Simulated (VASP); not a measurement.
A convergence study with VASP on NiSi$_{2}$ (fluorite): a few settings are varied, all else stays as given below, so the limit is that of these other settings.

```yaml
crystal:
  lattice:
    - [0.00000, 2.70500, 2.70500]
    - [2.70500, 0.00000, 2.70500]
    - [2.70500, 2.70500, 0.00000]
  atoms:
    - { symbol: Si, position: [0.25000, 0.25000, 0.25000] }
    - { symbol: Si, position: [0.75000, 0.75000, 0.75000] }
    - { symbol: Ni, position: [0.00000, 0.00000, 0.00000] }
```

Computed with PBEsol GGA, VASP's PBE PAW potentials (set 64) (plane waves; VASP 6.6.1). The last row used: 550 eV cut-off, 17×17×17 Γ-centred mesh, second-order Methfessel-Paxton smearing of 0.40 eV, potentials Si Ni.

| setting | E (eV/atom) | pressure (GPa) | irreducible k-points |
|---|---|---|---|
| ISMEAR = -1, SIGMA = 0.01, 5×5×5 mesh | -6.3111 | -1.14 | 10 |
| ISMEAR = -1, SIGMA = 0.1, 5×5×5 mesh | -6.3117 | -1.16 | 10 |
| ISMEAR = 0, SIGMA = 0.01, 5×5×5 mesh | -6.3109 | -1.14 | 10 |
| ISMEAR = 0, SIGMA = 0.1, 5×5×5 mesh | -6.3117 | -1.15 | 10 |
| ISMEAR = 1, SIGMA = 0.01, 5×5×5 mesh | -6.3109 | -1.14 | 10 |
| ISMEAR = 1, SIGMA = 0.2, 5×5×5 mesh | -6.3118 | -1.12 | 10 |
| ISMEAR = 2, SIGMA = 0.05, 5×5×5 mesh | -6.3111 | -1.14 | 10 |
| ISMEAR = 2, SIGMA = 0.2, 5×5×5 mesh | -6.3120 | -1.04 | 10 |
| ISMEAR = -1, SIGMA = 0.01, 11×11×11 mesh | -6.3260 | -1.61 | 56 |
| ISMEAR = -1, SIGMA = 0.2, 11×11×11 mesh | -6.3264 | -1.41 | 56 |
| ISMEAR = 0, SIGMA = 0.01, 11×11×11 mesh | -6.3259 | -1.58 | 56 |
| ISMEAR = 0, SIGMA = 0.2, 11×11×11 mesh | -6.3263 | -1.65 | 56 |
| ISMEAR = 1, SIGMA = 0.01, 11×11×11 mesh | -6.3259 | -1.58 | 56 |
| ISMEAR = 1, SIGMA = 0.4, 11×11×11 mesh | -6.3261 | -1.65 | 56 |
| ISMEAR = 2, SIGMA = 0.05, 11×11×11 mesh | -6.3260 | -1.61 | 56 |
| ISMEAR = 2, SIGMA = 0.4, 11×11×11 mesh | -6.3262 | -1.66 | 56 |
| ISMEAR = -1, SIGMA = 0.05, 17×17×17 mesh | -6.3265 | -1.53 | 165 |
| ISMEAR = -1, SIGMA = 0.2, 17×17×17 mesh | -6.3265 | -1.40 | 165 |
| ISMEAR = 0, SIGMA = 0.05, 17×17×17 mesh | -6.3266 | -1.48 | 165 |
| ISMEAR = 0, SIGMA = 0.2, 17×17×17 mesh | -6.3265 | -1.55 | 165 |
| ISMEAR = 1, SIGMA = 0.05, 17×17×17 mesh | -6.3266 | -1.46 | 165 |
| ISMEAR = 1, SIGMA = 0.4, 17×17×17 mesh | -6.3264 | -1.60 | 165 |
| ISMEAR = 2, SIGMA = 0.1, 17×17×17 mesh | -6.3266 | -1.47 | 165 |
| ISMEAR = 2, SIGMA = 0.4, 17×17×17 mesh | -6.3265 | -1.58 | 165 |

Left out are rungs that failed or repeat a setting and relaxations that didn't move; long series are thinned to 24 rows.

The compound is NiSi2 in the fluorite structure. The cell was not relaxed at this level. The run is not spin-polarised, so no magnetic state was tried.
